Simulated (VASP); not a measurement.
Method: MS2 meta-GGA, VASP's PBE PAW potentials (set 64) (plane waves; VASP).

A VASP calculation is set up with these files.

KPOINTS:
```
Automatic mesh
0
Gamma
16 16 14
0 0 0
```

POSCAR:
```
WC
1
    1.4533174707    -2.5172197736     0.0000000000
    1.4533174707     2.5172197736     0.0000000000
   -0.0000000000     0.0000000000     2.8356583139
W C
1 1
Direct
  0.0000000000   0.0000000000   0.0000000000
  0.3333330000   0.6666670000   0.5000000000
```

KPOINTS_OPT:
```
k-points along high-symmetry lines
6
Line-mode
Reciprocal
  0.000000   0.000000   0.000000 ! GAMMA
  0.500000  -0.000000   0.000000 ! M

  0.500000  -0.000000   0.000000 ! M
  0.333333   0.333333   0.000000 ! K

  0.333333   0.333333   0.000000 ! K
  0.000000   0.000000   0.000000 ! GAMMA

  0.000000   0.000000   0.000000 ! GAMMA
  0.000000   0.000000   0.500000 ! A

  0.000000   0.000000   0.500000 ! A
  0.500000  -0.000000   0.500000 ! L

  0.500000  -0.000000   0.500000 ! L
  0.333333   0.333333   0.500000 ! H

  0.333333   0.333333   0.500000 ! H
  0.000000   0.000000   0.500000 ! A

  0.500000  -0.000000   0.500000 ! L
  0.500000  -0.000000   0.000000 ! M

  0.333333   0.333333   0.500000 ! H
  0.333333   0.333333   0.000000 ! K
```

### INCAR
```
ALGO  =  Normal
EDIFF  =  1E-7
ENCUT  =  520
ISIF  =  2
ISMEAR  =  -5
LASPH  =  .True.
LCHARG  =  .False.
LMAXMIX  =  6
LMIXTAU  =  .True.
LORBIT  =  11
LREAL  =  .False.
LWAVE  =  .False.
METAGGA  =  MS2
NEDOS  =  601
NELM  =  100
PREC  =  Accurate
SYSTEM  =  WC
```

POTCAR, in this order: W_sv C (PBE.64 set). Program: vasp_std.

The resulting files:

**OSZICAR**
```
       N       E                     dE             d eps       ncg     rms          rms(c)
DAV:   1     0.976117023115E+02    0.97612E+02   -0.92033E+03  6256   0.145E+03
DAV:   2    -0.298631403067E+02   -0.12747E+03   -0.12467E+03  7035   0.362E+02
DAV:   3    -0.335574060829E+02   -0.36943E+01   -0.36632E+01  7719   0.585E+01
DAV:   4    -0.335907010752E+02   -0.33295E-01   -0.33269E-01  6840   0.561E+00
DAV:   5    -0.335909483458E+02   -0.24727E-03   -0.24717E-03  7535   0.500E-01    0.543E+01
DAV:   6    -0.687576025743E+01    0.26715E+02   -0.23680E+01  6463   0.756E+01    0.235E+00
DAV:   7    -0.716614935758E+01   -0.29039E+00   -0.11425E+00  6900   0.145E+01    0.217E+00
DAV:   8    -0.729587178660E+01   -0.12972E+00   -0.90930E-02  6590   0.381E+00    0.157E+00
DAV:   9    -0.726787859333E+01    0.27993E-01   -0.85571E-02  6386   0.323E+00    0.407E-01
DAV:  10    -0.727471025583E+01   -0.68317E-02   -0.81829E-02  6248   0.353E+00    0.208E-01
DAV:  11    -0.729307410584E+01   -0.18364E-01   -0.25461E-02  6260   0.206E+00    0.592E-02
DAV:  12    -0.729298430902E+01    0.89797E-04   -0.97464E-04  6445   0.444E-01    0.624E-02
DAV:  13    -0.729319526351E+01   -0.21095E-03   -0.39556E-04  6475   0.221E-01    0.339E-02
DAV:  14    -0.729330196287E+01   -0.10670E-03   -0.93728E-05  6520   0.137E-01    0.133E-02
DAV:  15    -0.729326986345E+01    0.32099E-04   -0.15534E-05  6375   0.606E-02    0.852E-03
DAV:  16    -0.729329918680E+01   -0.29323E-04   -0.68063E-06  6345   0.313E-02    0.949E-04
DAV:  17    -0.729329116683E+01    0.80200E-05   -0.27072E-07  7045   0.735E-03    0.129E-03
DAV:  18    -0.729329444207E+01   -0.32752E-05   -0.66329E-08  3290   0.303E-03    0.690E-04
DAV:  19    -0.729329145427E+01    0.29878E-05   -0.37877E-08  3185   0.249E-03    0.327E-04
DAV:  20    -0.729329198490E+01   -0.53062E-06   -0.51623E-09  3140   0.818E-04    0.512E-05
DAV:  21    -0.729329102332E+01    0.96158E-06   -0.34629E-09  3150   0.732E-04    0.786E-05
DAV:  22    -0.729329103561E+01   -0.12287E-07   -0.31227E-10  3140   0.240E-04
   1 F= -.72932910E+01 E0= -.72932910E+01  d E =0.000000E+00
       N       E                     dE             ncg
```

### OUTCAR
```
------------------------ aborting loop because EDIFF is reached ----------------------------------------
  FORCE on cell =-STRESS in cart. coord.  units (eV):
  Direction    XX          YY          ZZ          XY          YZ          ZX
  --------------------------------------------------------------------------------------
  Total       -0.0127846     -0.0127846      0.0629609      0.0000000      0.0000000     -0.0000000
  in kB       -0.9872621     -0.9872622      4.8620153      0.0000000      0.0000000     -0.0000000
  external PRESSURE =       0.9624970 kB  Pullay stress =       0.0000000 kB
  volume of cell :       20.75
      direct lattice vectors                 reciprocal lattice vectors
     1.453317471 -2.517219774  0.000000000     0.344040452 -0.198631842  0.000000000
     1.453317471  2.517219774  0.000000000     0.344040452  0.198631842  0.000000000
     0.000000000  0.000000000  2.835658314     0.000000000  0.000000000  0.352651797
 POSITION                                       TOTAL-FORCE (eV/Angst)
 -----------------------------------------------------------------------------------
      0.00000      0.00000      0.00000        -0.000000     -0.000000      0.000000
      1.45332      0.83907      1.41783         0.000000      0.000000      0.000000
 -----------------------------------------------------------------------------------
    total drift:                                0.000000     -0.000381      0.000000
  FREE ENERGIE OF THE ION-ELECTRON SYSTEM (eV)
  ---------------------------------------------------
  free  energy   TOTEN  =        -7.2932910356 eV

  energy  without entropy=       -7.2932910356  energy(sigma->0) =       -7.29329104

 total charge

# of ion       s       p       d       tot
------------------------------------------
    1        2.358   6.432   3.374  12.164
    2        0.868   1.565   0.000   2.433
--------------------------------------------------
tot          3.226   7.997   3.374  14.597
```
(Selected blocks of OUTCAR.)

For a metal the tetrahedron method with Blöchl corrections gives inexact stress and forces.

The compound is WC in the wc structure. It was relaxed first.
